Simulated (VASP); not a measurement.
Given:

```
NaI
1.0
    0.00000     3.19717     3.19717
    3.19717     0.00000     3.19717
    3.19717     3.19717     0.00000
Na I
1 1
Cartesian
  0.00000   0.00000   0.00000
  3.19717   3.19717   3.19717
```

Method: PBE0 hybrid, VASP's PBE PAW potentials (set 64) (plane waves; VASP). Numerical set-up: 520 eV cut-off, 6×6×6 Γ-centred mesh, Gaussian smearing of 0.050 eV, potentials Na_pv I.

Unless said otherwise, spin-orbit coupling is left out, though it shifts the bands of the heavy elements here.

Problem. Estimate the energy per atom (σ→0), band gap (on the k-mesh) with the smallest direct gap where there is one.

Solution. 
The band gap (on the k-mesh) is 5.43 eV, the smallest direct gap (on the k-mesh) is 5.43 eV and the energy per atom (σ→0) is -3.380 eV/atom.

Only differences to runs with the same potentials and settings are physical.

The compound is NaI in the rock salt structure. This cell is one point of a volume scan, at 0.94 of the reference volume. The cell's shape comes from a PBE relaxation.
